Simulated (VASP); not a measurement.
Energy against volume of CdS (zinc blende). Calculation: PBE0 hybrid, VASP's PBE PAW potentials (set 64) (plane waves; VASP). Numerical set-up: 520 eV cut-off, 6×6×6 Γ-centred mesh, Gaussian smearing of 0.050 eV, potentials Cd S.

```
V (Å³/atom)  E (eV/atom)
-----------  -----------
24.586          -4.08042
25.370          -4.08758
26.155          -4.08530
26.940          -4.07506
```

Problem. Fit these four points and predict the energy of the run at 23.801 Å³/atom.

Solution. A cubic in V^(−2/3), the third-order Birch-Murnaghan form, passes through the four points with V0 = 25.55 Å³/atom and B0 = 60 GPa, and gives -4.0620 eV/atom there. The run gave -4.0621 eV/atom, -0.1 meV/atom from the fit; all five points give B0 = 60 GPa.

The compound is CdS in the zinc blende structure, a metastable form; wurtzite is the usual one. It was relaxed first. The cell's shape comes from a PBE relaxation.
